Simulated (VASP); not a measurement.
Level of theory: revTPSS meta-GGA, VASP's PBE PAW potentials (set 64) (plane waves; VASP 6.6.1).

The input files of a VASP run:

File KPOINTS:
```
Automatic mesh
0
Gamma
17 17 17
0 0 0
```

INCAR:
```
ALGO = Normal
EDIFF = 1E-7
ENCUT = 520
ISIF = 2
ISMEAR = 1
LASPH = .True.
LCHARG = .False.
LMAXMIX = 4
LMIXTAU = .True.
LREAL = .False.
LWAVE = .False.
METAGGA = RTPSS
NELM = 100
PREC = Accurate
SIGMA = 0.1
SYSTEM = V
```

File POSCAR:
```
V
2.9652870
 -0.4999999671   0.4999999671   0.4999999671
  0.4999999671  -0.4999999671   0.4999999671
  0.4999999671   0.4999999671  -0.4999999671
V
1
Cart
  0.0000000000   0.0000000000   0.0000000000
```

POTCAR, in this order: V_sv (PBE.64 set). Program: vasp_std.

Q: What will the output report for the number of irreducible k-points (NKPTS), largest plane-wave count, number of space-group operations, FFT grid (NGX, NGY, NGZ)?

A: 
number of irreducible k-points (NKPTS): 165
largest plane-wave count: 370
number of space-group operations: 48
FFT grid (NGX, NGY, NGZ): 20 × 20 × 20

The compound is V in the bcc structure. It was relaxed first, which changed the volume by -6 %. The run is not spin-polarised, so no magnetic state was tried.
